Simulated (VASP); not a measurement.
# A VASP study of BiB (PBE): structure first, properties next, part 4 of 4

Wanted: the relaxed cell of BiB and its properties. The cell is invented: it takes the structure of a Materials Project entry for YAl (space group 221 there), with all of its atoms replaced by other elements, volume scaled by an estimate. It may not be a known or stable phase.

VASP 6.6.1, plane waves and PAW; the level of theory is named at each step.

Still holding for the runs below: The k-mesh is coarse for a metal.

So far. Step 7 (Bands along the symmetry lines (PBE)): There is no gap at this level. Step 8 (Density of states (PBE)): The finer mesh and the other smearing move the Fermi level by -0.33 eV from the 7×7×7 run, one measure of the sampling error in the zero of the bands above. Of the states within 0.3 eV of the Fermi level, the largest shares in the PAW spheres are B p 23 % and Bi p 18 %. The rest lies in smaller channels or between the spheres. The relaxed cell has a = 3.360 Å (conventional setting).

The structure was built from a prototype and need not be the compound's stable phase.

### Step 9. Band structure (PBE + SOC)

This step: PBE, spin-orbit coupling; plane waves and PAW (Bi_d, B); invented cell (VASP 6.6.1).

The mesh alone shows little of the dispersion and can miss band extrema, so KPOINTS_OPT adds a path through the symmetry points after the self-consistent cycle. Spin-orbit coupling needs spinors and the noncollinear program, where each band holds one electron.

Input file INCAR:

```
SYSTEM = BiB
PREC = Accurate
ENCUT = 420
EDIFF = 1E-06
NELM = 100
ISMEAR = -1
SIGMA = 0.05
LREAL = .FALSE.
ALGO = Normal
GGA = PE
LNONCOLLINEAR = .TRUE.
MAGMOM = 0 0 0 0 0 0
NBANDS = 30
GGA_COMPAT = .FALSE.
LASPH = .TRUE.
LSORBIT = .TRUE.
LORBIT = 11
LWAVE = .FALSE.
LCHARG = .FALSE.
```

Input file POSCAR:

```
BiB
1.0
    3.3604657922      0.0000000000      0.0000000000
    0.0000000000      3.3604657922      0.0000000000
    0.0000000000      0.0000000000      3.3604657922
Bi B
1 1
Direct
    0.5000000000      0.5000000000      0.5000000000
    0.0000000000      0.0000000000      0.0000000000
```

Input file KPOINTS:

```
Automatic mesh
0
Gamma
5 5 5
0 0 0
```

Input file KPOINTS_OPT:

```
Line mode
16
Line-mode
Reciprocal
  0.00000000   0.00000000   0.00000000 GAMMA
  0.00000000   0.50000000   0.00000000 X

  0.00000000   0.50000000   0.00000000 X
  0.50000000   0.50000000   0.00000000 M

  0.50000000   0.50000000   0.00000000 M
  0.00000000   0.00000000   0.00000000 GAMMA

  0.00000000   0.00000000   0.00000000 GAMMA
  0.50000000   0.50000000   0.50000000 R

  0.50000000   0.50000000   0.50000000 R
  0.00000000   0.50000000   0.00000000 X

  0.50000000   0.50000000   0.00000000 M
  0.50000000   0.50000000   0.50000000 R
```

The projector-augmented-wave data sets are Bi_d and B (PBE family, release 64).

Run with:

```
$ mpirun -np 1 vasp_ncl
```

The log of the run:

```text
[... set-up lines as in an earlier step ...]
 entering main loop
       N       E                     dE             d eps       ncg     rms          rms(c)
DAV:   1     0.171099890425E+03    0.17110E+03   -0.79684E+03   600   0.126E+03
DAV:   2     0.818297504869E+01   -0.16292E+03   -0.15667E+03   612   0.373E+02
DAV:   3    -0.754078033366E+01   -0.15724E+02   -0.15417E+02   738   0.124E+02
DAV:   4    -0.810909716233E+01   -0.56832E+00   -0.56574E+00   694   0.247E+01
DAV:   5    -0.813587785865E+01   -0.26781E-01   -0.26775E-01   866   0.511E+00    0.176E+00
DAV:   6    -0.795263843673E+01    0.18324E+00   -0.37645E-01   782   0.476E+00    0.508E-01
DAV:   7    -0.795360887900E+01   -0.97044E-03   -0.69069E-02   694   0.135E+00    0.327E-01
DAV:   8    -0.795285464251E+01    0.75424E-03   -0.32895E-03   728   0.680E-01    0.212E-01
DAV:   9    -0.795283409401E+01    0.20549E-04   -0.48029E-04   654   0.273E-01    0.617E-02
DAV:  10    -0.795271513649E+01    0.11896E-03   -0.30279E-04   808   0.202E-01    0.149E-02
DAV:  11    -0.795271630885E+01   -0.11724E-05   -0.36683E-05   740   0.432E-02    0.560E-03
DAV:  12    -0.795271567326E+01    0.63559E-06   -0.12747E-06   578   0.907E-03
   1 F= -.79527157E+01 E0= -.79372891E+01  d E =-.308531E-01  mag=     0.0000    -0.0000    -0.0000
 Start KPOINTS_OPT (optional k-point list driver)
k-point batch [1-10\96]
       N       E                     dE             ncg
DAV:   1     0.581995712034E+03    0.28474E+02      606
DAV:   2    -0.106985615871E+04   -0.16519E+04      608
DAV:   3    -0.123493422673E+04   -0.16508E+03      736
DAV:   4    -0.124114708748E+04   -0.62129E+01      668
DAV:   5    -0.124141061281E+04   -0.26353E+00      822
DAV:   6    -0.124141646462E+04   -0.58518E-02      736
DAV:   7    -0.124141659295E+04   -0.12834E-03      858
DAV:   8    -0.124141659433E+04   -0.13763E-05      628
DAV:   9    -0.124141659438E+04   -0.52574E-07      408
[...]
k-point batch [91-96\96]
       N       E                     dE             ncg
DAV:   1     0.302964187102E+04   -0.40471E+04      360
DAV:   2     0.208964654948E+04   -0.94000E+03      396
DAV:   3     0.200654320698E+04   -0.83103E+02      426
DAV:   4     0.200375119948E+04   -0.27920E+01      438
DAV:   5     0.200369536113E+04   -0.55838E-01      522
DAV:   6     0.200369418850E+04   -0.11726E-02      512
DAV:   7     0.200369417132E+04   -0.17172E-04      522
DAV:   8     0.200369417090E+04   -0.42493E-06      368
```

Wall time 33 s (1 MPI rank of Intel Xeon 6975P-C (Granite Rapids), shared host); peak memory 0.2 GiB.

From OUTCAR (step 9):

```text
   k-points           NKPTS =     10   k-points in BZ     NKDIM =     10   number of bands    NBANDS=     30

   NELECT =      18.0000    total number of electrons

 E-fermi :   7.9313

 k-point     1 :       0.0000    0.0000    0.0000
  band No.  band energies     occupation
    ...
     16       6.4059      1.00000
     17       7.5279      0.99969
     18       7.5279      0.99969
     19       7.5279      0.99969
     20       7.5279      0.99969
     21      13.6761      0.00000
     22      13.6761      0.00000
     23      13.6761      0.00000
     24      13.6761      0.00000
     25      14.1554      0.00000
    ...

  Total        0.3519332      0.3519332      0.3519332      0.0000000      0.0000000      0.0000000
  in kB       14.8584120     14.8584120     14.8584120      0.0000000      0.0000000      0.0000000
  external PRESSURE =      14.8584120 kB  Pullay stress =       0.0000000 kB

  FREE ENERGIE OF THE ION-ELECTRON SYSTEM (eV)
  ---------------------------------------------------
  free  energy   TOTEN  =        -7.9527156733 eV

  energy  without entropy=       -7.9218625398  energy(sigma->0) =       -7.93728911

 Spin-Orbit-Coupling matrix elements
 Ion:    1  E_soc:     -1.4812268
 Ion:    2  E_soc:     -0.0002075

 magnetization (x)
# of ion       s       p       d       tot
------------------------------------------
    1        0.000   0.000   0.000   0.000
    2        0.000  -0.000   0.000   0.000
--------------------------------------------------
tot          0.000   0.000   0.000   0.000

 magnetization (y)
# of ion       s       p       d       tot
------------------------------------------
    1        0.000   0.000   0.000   0.000
    2        0.000  -0.000   0.000   0.000
--------------------------------------------------
tot          0.000   0.000   0.000   0.000

 magnetization (z)
# of ion       s       p       d       tot
------------------------------------------
    1        0.000  -0.000  -0.000  -0.000
    2        0.000  -0.000   0.000   0.000
--------------------------------------------------
tot          0.000  -0.000  -0.000  -0.000

[... 8 parts as in an earlier step ...]

[... 9 further parts left out ...]
```

LASPH is on here and off in scalar runs of this session, so a comparison with those holds both changes.

Numbers from this step:

| Item | Value |
| --- | --- |
| SCF cycles | 12 |
| bands | 30 |
| irreducible k-points | 10 |
| free energy (TOTEN) | -7.953 eV |
| energy at zero smearing | -7.937 eV |
| Fermi energy | 7.931 eV |
| pressure | 1.486 GPa |

On-site spin-orbit energy by atom:

```csv
atom,on-site spin-orbit energy (eV)
Bi1,-1.48
B2,0.00
```

Electronic bands along the path, in eV, zero at the Fermi level; # counts the bands kept in this run, so #1 is VASP's band 11:

```csv
point,#7,#8,#9,#10,#11,#12,#15,#16
Γ,-0.40,-0.40,-0.40,-0.40,5.74,5.74,6.22,6.22
0.53 of the way,0.45,0.45,0.54,0.54,4.26,4.26,6.40,6.40
X,1.84,1.84,1.96,1.96,1.99,1.99,4.23,4.23
0.53 of the way,-1.97,-1.97,2.18,2.18,3.45,3.45,5.22,5.22
M,-4.99,-4.99,2.37,2.37,4.13,4.13,6.10,6.10
0.47 of the way,0.73,0.73,1.18,1.18,2.88,2.88,6.31,6.31
Γ,-0.40,-0.40,-0.40,-0.40,5.74,5.74,6.22,6.22
0.53 of the way,-2.46,-2.46,0.28,0.28,2.70,2.70,5.60,5.60
R,-1.62,-1.62,-1.62,-1.62,-1.20,-1.20,-1.11,-1.11
0.47 of the way,-1.97,-1.97,-0.42,-0.42,-0.17,-0.17,4.87,4.87
X,1.84,1.84,1.96,1.96,1.99,1.99,4.23,4.23
jump to M,-4.99,-4.99,2.37,2.37,4.13,4.13,6.10,6.10
0.53 of the way,-3.92,-3.92,0.27,0.27,0.34,0.34,2.26,2.26
R,-1.62,-1.62,-1.62,-1.62,-1.20,-1.20,-1.11,-1.11
```

Of the projections kept (Bi, B), the largest for each band there, as a share of the weight inside these atoms' spheres; weight between the spheres isn't counted:

```csv
point,#7,#8,#9,#10,#11,#12,#15,#16
Γ,B 0.55,B 0.55,B 0.55,B 0.55,Bi 1.00,Bi 1.00,B 0.54,B 0.54
X,B 0.67,B 0.67,B 0.92,B 0.92,B 0.92,B 0.92,Bi 1.00,Bi 1.00
M,Bi 0.68,Bi 0.68,B 1.00,B 1.00,Bi 0.64,Bi 0.64,Bi 0.82,Bi 0.82
Γ,B 0.55,B 0.55,B 0.55,B 0.55,Bi 1.00,Bi 1.00,B 0.54,B 0.54
R,Bi 1.00,Bi 1.00,Bi 1.00,Bi 1.00,B 0.82,B 0.82,B 0.82,B 0.82
X,B 0.67,B 0.67,B 0.92,B 0.92,B 0.92,B 0.92,Bi 1.00,Bi 1.00
```

At these settings, which differ from those of the relaxation, the cell is under a pressure of 1.5 GPa. Spin-orbit coupling and whatever else the input changes with it, such as the mesh, can each hold a part of this; the runs don't part them.

### Step 10. Results

| Quantity | Value |
| --- | --- |
| relaxed volume | 18.97 Å³/atom |
| relaxed conventional cell a, b, c | 3.360, 3.360, 3.360 Å |
| space group after relaxing, within 0.02 Å | Pm-3m (No. 221) |
| band gap | none, a metal |
| DOS at the Fermi level | 1.20 states/eV/cell |
| band gap (PBE + SOC) | none, a metal |

What this shows: With PBE, BiB relaxes to 18.97 Å³/atom in space group Pm-3m (held by the symmetry of the run) and comes out as a metal. Bands along the symmetry lines (PBE): Of the bands kept, 6 cross the Fermi level on this path. Band structure (PBE + SOC): Of the bands kept, 12 cross the Fermi level on this path (spinor bands, one electron each). LASPH was switched on together with spin-orbit coupling, so shifts put down to the coupling hold both changes, and that of the mesh where it differs. The k-sampling is coarse for a metal, so the Fermi level, pressures and the shape of the cell carry errors. No search among competing phases was made. All values are for a static lattice at zero temperature.

[Lines on the potential files, build, host, timing and source positions are cut from VASP's logs without a mark.]

[Logs are printed without paths, hosts, clocks, repeated set-up lines and the standing remarks that a program may print on its own settings, such as how far it seeks lower states.]

[Hosts, paths, dates, database ids (printed as entryN), source tags and the programs' standing remarks are cut or masked in the printed files.]

[A measured line is paired with the nearest computed mode of its activity, which favours agreement.]

[In band tables of VASP the shares of atoms and orbitals are scaled to a sum of 1 inside the atoms' spheres.]
